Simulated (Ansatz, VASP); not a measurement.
# BiBrO: VASP beside Ansatz, part 2 of 2

Aim: how closely do two programs agree when they are given the same cell, functional and k mesh? The cell is taken from a series of runs on this material, whose earlier steps may have relaxed, scaled, displaced or heated it; both programs get it as it stands.

VASP 6.6.1 and Ansatz 0.2.0.

So far: Starting point; VASP: dielectric response, PBEsol.

## 3. Ansatz: dielectric response, PBEsol

Level of this step: Ansatz beside VASP: Kohn-Sham DFT, plane waves, PBEsol (Ansatz).

Ansatz runs on its default PAW (the set named soft_2) files.

The same cell, functional and mesh now go to Ansatz, which takes its cutoff from its data sets.

input.yaml reads:

```yaml
crystal:
  lattice:
    - [3.916, 0.0, 0.0]
    - [0.0, 3.916, 0.0]
    - [0.0, 0.0, 8.077]
  atoms:
    - { symbol: Bi, position: [0.0, 0.5, 0.154] }
    - { symbol: Bi, position: [0.5, 0.0, 0.846] }
    - { symbol: Br, position: [0.0, 0.5, 0.653] }
    - { symbol: Br, position: [0.5, 0.0, 0.347] }
    - { symbol: O, position: [0.0, 0.0, 0.0] }
    - { symbol: O, position: [0.5, 0.5, 0.0] }
kpoints:
  mp_grid: { grid: [6, 6, 4] }
hamiltonian:
  xc: pbesol
scf:
  occupations: { method: fixed }
dielectric: {}
```

On the command line:

```
$ ansatz run input.yaml --threads 4 --pin off --max-ram 14745MiB --backend cpu --events-out ev --progress --plain --runs-dir out
```

Numbers of over 12 decimals in the logs are rounded to 6 here.

Output:

```text
Engine: ansatz 0.2.0, x86_64-unknown-linux-gnu
Pseudopotentials: kind: paw
Pseudopotential: Bi, paw, valence charge 15, recommended cutoff 420 eV (normal), Bi.paw.azcp
Pseudopotential: Br, paw, valence charge 7, recommended cutoff 420 eV (normal), Br.paw.azcp
Pseudopotential: O, paw, valence charge 6, recommended cutoff 420 eV (normal), O.paw.azcp
Functional definition: PBEsol
  exchange = pbesol_x
  correlation = pbesol_c
Crystal: 6 atoms, lattice volume = 123.861 Å³
Basis set: ecut = 420 eV, 2419 PW (Γ), exchange–correlation on 60×60×108 points (8 copies of the dense FFT grid, shifted against one another)
Bands: 34, of which v1, the nominal top of the filled ones, is band 28 counted from 1 (27 counted from 0)
Symmetry: 16 space group operations
k-points: 56 of 144 (irreducible under 2 space group operations, time reversal used)
Non-local potential: Bi, projectors of the file, l = 0: 2, l = 1: 2, l = 2: 2, l = 3: 2
Non-local potential: Br, projectors of the file, l = 0: 2, l = 1: 2, l = 2: 2
Non-local potential: O, projectors of the file, l = 0: 2, l = 1: 2, l = 2: 1
PAW form: soft (Blöchl's): semilocal exchange-correlation on the pseudo side does not see the compensation charge
PAW frozen core: Bi, regenerated for the run's functional, and the local potential with it (the file was generated under x = pbe(κ = 0.804, μ = 0.219515), c = pbe(β = 0.066725))
PAW frozen core: Br, regenerated for the run's functional, and the local potential with it (the file was generated under x = pbe(κ = 0.804, μ = 0.219515), c = pbe(β = 0.066725))
PAW frozen core: O, regenerated for the run's functional, and the local potential with it (the file was generated under x = pbe(κ = 0.804, μ = 0.219515), c = pbe(β = 0.066725))
PAW one-centre angular grid: Bi, 590 points (default); XC on 64 Gauss nodes
PAW one-centre angular grid: Br, 110 points (default); XC on 64 Gauss nodes
PAW one-centre angular grid: O, 110 points (default); XC on 64 Gauss nodes
Initial density: superposition of atomic densities (neutral atoms: chi_scale 0, normalization atom), corrected by the library's trained network
Initial wavefunctions: pseudopotential atomic-orbital guess
Functional: x = pbesol(κ = 0.804, μ = 0.123457), c = pbesol(β = 0.046)
SCF iter   1: F=—  HF=-31080.607653 eV  |F-HF|=—  |Δ(HF+E_count)|=         —  Δρ=1.03e-2  dr2=1.19e-1  ethr=1.77e-3  ⟨swp⟩=5.4  Hψ=7351  notcnv=0  defer=213
preconditioner: auto → Resta (q_TF=auto, 2.390 Å⁻¹)  ε∞=3.3  [insulator: Δε(μ)=2.045 eV  Ē_g=16.372 eV  n_scr=30 (ndim 8)  ℏωp=25.0 eV  f_vac=0.002  ε∞_Penn≈3.3]
SCF iter   2: F=—  HF=-31080.585256 eV  |F-HF|=—  |Δ(HF+E_count)|=   2.24e-2  Δρ=4.77e-3  dr2=3.75e-2  ethr=2.12e-4  ⟨swp⟩=2.0  Hψ=3477  notcnv=0  defer=219
SCF iter   3: F=—  HF=-31080.579402 eV  |F-HF|=—  |Δ(HF+E_count)|=   5.85e-3  Δρ=1.30e-3  dr2=2.09e-3  ethr=6.70e-5  ⟨swp⟩=2.2  Hψ=2598  notcnv=0  defer=224
SCF iter   4: F=—  HF=-31080.579232 eV  |F-HF|=—  |Δ(HF+E_count)|=   1.70e-4  Δρ=4.37e-4  dr2=1.76e-4  ethr=3.74e-6  ⟨swp⟩=2.7  Hψ=2822  notcnv=0  defer=224
SCF iter   5: F=—  HF=-31080.579298 eV  |F-HF|=—  |Δ(HF+E_count)|=   6.57e-5  Δρ=9.21e-5  dr2=1.03e-5  ethr=3.15e-7  ⟨swp⟩=2.7  Hψ=3144  notcnv=0  defer=168
SCF iter   6: F=—  HF=-31080.579300 eV  |F-HF|=—  |Δ(HF+E_count)|=   2.05e-6  Δρ=1.74e-5  dr2=3.56e-7  ethr=1.83e-8  ⟨swp⟩=2.1  Hψ=2694  notcnv=0  defer=110
SCF iter   7: F=—  HF=-31080.579305 eV  |F-HF|=—  |Δ(HF+E_count)|=   5.26e-6  Δρ=2.99e-6  dr2=1.08e-8  ethr=6.35e-10  ⟨swp⟩=2.3  Hψ=2954  notcnv=0  defer=103
SCF iter   8: F=—  HF=-31080.579305 eV  |F-HF|=—  |Δ(HF+E_count)|=   8.47e-9  Δρ=6.64e-7  dr2=5.15e-10  ethr=1.93e-11  ⟨swp⟩=2.3  Hψ=3468  notcnv=0  defer=103
SCF iter   9: F=-31080.579305 eV  HF=-31080.579305 eV  |F-HF|=2.18e-11  |Δ(HF+E_count)|=  1.06e-10  Δρ=1.41e-7  dr2=3.21e-11  ethr=1.00e-12  ⟨swp⟩=9.5  Hψ=7749  notcnv=0
SCF 1 converged in 9 iterations: F = -31080.579305 eV  dr2 = 3.21e-11
  greatest PAW one-centre occupation: 0.991 electrons in one spin orbital (limit 2), on the Bi atom at site 1 (counted from 0), in its partial waves of l = 2
DFPT response loops at Γ: preconditioner auto → Resta (q_TF=auto, 2.390 Å⁻¹)  ε∞=5.3 (no band partly filled); β = 1.00, the filter's whole step (`scf.mixing.beta` (0.50) is not read by the response loops at its default; to damp them type it under 1.00, their step now; it binds the ground state too); Broyden in place of MSR1
── the response to a field inside a basis, on 6×6×4 k-points: an SCF that follows is theirs, and a resumed run solves both again ──
Bands: 29, of which v1, the nominal top of the filled ones, is band 28 counted from 1 (27 counted from 0)
k-points: 12 of 144
Initial density: handed on by an earlier stage of this run
Initial wavefunctions: pseudopotential atomic-orbital guess (no wavefunctions were taken with the density)
Eigensolver: Dense (12 Hₖ)
SCF iter   1: F=—  HF=-31080.524588 eV  |F-HF|=—  |Δ(HF+E_count)|=         —  Δρ=3.03e-4  dr2=3.47e-5  ethr=1.00e-1
preconditioner: auto → Resta (q_TF=auto, 2.390 Å⁻¹)  ε∞=3.7  [insulator: Δε(μ)=2.655 eV  Ē_g=15.093 eV  n_scr=30 (ndim 8)  ℏωp=25.0 eV  f_vac=0.002  ε∞_Penn≈3.7]
SCF iter   2: F=—  HF=-31080.524598 eV  |F-HF|=—  |Δ(HF+E_count)|=   9.66e-6  Δρ=1.41e-4  dr2=1.50e-5  ethr=6.20e-8
SCF iter   3: F=—  HF=-31080.524600 eV  |F-HF|=—  |Δ(HF+E_count)|=   2.46e-6  Δρ=8.57e-5  dr2=2.84e-6  ethr=2.67e-8
SCF iter   4: F=-31080.524602 eV  HF=-31080.524602 eV  |F-HF|=4.96e-8  |Δ(HF+E_count)|=   1.75e-6  Δρ=9.65e-6  dr2=7.35e-8  ethr=5.07e-9
SCF 1 converged in 4 iterations: F = -31080.524602 eV  dr2 = 7.35e-8
  greatest PAW one-centre occupation: 0.991 electrons in one spin orbital (limit 2), on the Bi atom at site 0 (counted from 0), in its partial waves of l = 2
DFPT response loops at Γ: preconditioner auto → Resta (q_TF=auto, 2.390 Å⁻¹)  ε∞=4.8 (no band partly filled); β = 1.00, the filter's whole step (`scf.mixing.beta` (0.50) is not read by the response loops at its default; to damp them type it under 1.00, their step now; it binds the ground state too); Broyden in place of MSR1
SCF converged after 9 iterations
Free energy (F): -31080.579305 eV
Harris-Foulkes:  -31080.579305 eV  (|F-HF|=2.18e-11)
Internal energy: -31080.579305 eV  (E = F + TS)
E sigma→0 (E₀):  -31080.579305 eV
Fermi energy:    7.441583 eV
--- Per-component energies (eV) ---
  E_band       = -229.494623
  E_kinetic    = 1218.320420
  E_local      = -5442.733516  (includes V_loc(G=0)·N_el)
  E_nonlocal   = 1370.510440
  E_hartree    = 1990.005571
  E_xc         = -971.528990
  E_vxc        = -685.503156  (∫ρ·V_xc dr)
  E_paw        = -25729.161821  (= ΣΔE_a)
  E_vpaw       = -670.103804  (= ΣTr[D̂ρ^β])
  E_aug_tail   = 0.003971  (compensation charges beyond the density's cutoff)
  E_ewald      = -3516.430001
  E_core_change = 0.434621  (= ΣΔE_core)
  E_smearing   = -0.000000  (= −TS)
  E_closure    = 0.000000  (closes the sum)
  Σ components = -31080.579305   (vs F -31080.579305, Δ=0.00e0)
--- Band table (eV; the first three rows and the last of 56) ---
  k-point 0: bands = [... 24 lower, 6.4129, 6.6829, 6.6829, 6.7651, 9.7728, 10.7102, 12.3868, 12.3868, ... 2 higher]
  k-point 1: bands = [... 24 lower, 6.4317, 6.8678, 6.8678, 7.0383, 9.6436, 10.3458, 12.2980, 12.2980, ... 2 higher]
  k-point 2: bands = [... 24 lower, 6.5306, 6.9923, 6.9923, 7.3052, 9.5750, 9.9149, 12.2126, 12.2126, ... 2 higher]
  k-point 55: bands = [... 24 lower, 6.3257, 6.3257, 6.4479, 6.4479, 11.4521, 11.4521, 12.7750, 12.7750, ... 2 higher]
--- Dielectric response (ions clamped): 3 representative field directions + reference, inside a basis on a mesh of 144 k-points (Σ response iterations 12) ---
  ε∞ (high-frequency dielectric tensor):
        7.523122    -0.000000    -0.000000
       -0.000000     7.523122    -0.000000
       -0.000000    -0.000000     5.610736
  Born effective charges Z* (e; rows j = field, columns β = displacement):
    site 0:
         5.65418   -0.00000   -0.00000
        -0.00000    5.65418   -0.00000
        -0.00000    0.00000    3.43688
    site 1:
         5.65418   -0.00000   -0.00000
        -0.00000    5.65418   -0.00000
        -0.00000    0.00000    3.43688
    site 2:
        -2.12082    0.00000    0.00000
         0.00000   -2.12082    0.00000
         0.00000   -0.00000   -1.20479
    site 3:
        -2.12082    0.00000    0.00000
         0.00000   -2.12082    0.00000
         0.00000   -0.00000   -1.20479
    site 4:
        -3.53336   -0.00000    0.00000
        -0.00000   -3.53336    0.00000
         0.00000    0.00000   -2.23209
    site 5:
        -3.53336   -0.00000    0.00000
        -0.00000   -3.53336    0.00000
         0.00000    0.00000   -2.23209
  Z* charge neutrality: 2.740e-2 e pre-enforcement
  solved inside a basis spanned on kpoints, on 6×6×4 k-points, its susceptibility summed on 10×10×4: ε∞ is read to err by 3.2e-2, Z* by 5.6e-2 e (field_mesh: kpoints solves on kpoints); Z* is corrected for what the basis lacks
```

The column dr2 measures how far the density is from self-consistency, as an energy; F and HF (Harris–Foulkes) agree once it is small.

## 4. Comparison

Known differences besides the potentials themselves: fixed occupations in Ansatz, narrow Gaussian smearing in VASP; VASP's response is taken on the typed mesh, Ansatz refines its own for the field response alone; the cutoff is 420 eV in Ansatz and 520 eV in VASP; Ansatz makes its cores anew for this functional, VASP keeps those of its PBE data sets. Total energies have different zeros and are not compared.

Compared:

| quantity | Ansatz | VASP | difference |
| --- | --- | --- | --- |
| ε∞ xx | 7.52 | 7.56 | -0.45 % |
| ε∞ yy | 7.52 | 7.56 | -0.45 % |
| ε∞ zz | 5.61 | 5.62 | -0.16 % |

## 5. Summary of results

```
difference in ε∞ xx (dielectric response, PBEsol) : -0.45 %
```

**Reading.** The difference in ε∞ xx is -0.45 % (dielectric response, PBEsol), within the 5 % picked in this series as the mark of a large difference. How closely two codes agree says nothing of how well the functional describes the real material.

[Lines on the potential files, build, host, timing and source positions are cut from VASP's logs without a mark.]

[Logs are printed without paths, hosts, clocks, repeated set-up lines and the standing remarks that a program may print on its own settings, such as how far it seeks lower states.]

[Hosts, paths, dates, database ids (printed as entryN), source tags and the programs' standing remarks are cut or masked in the printed files.]
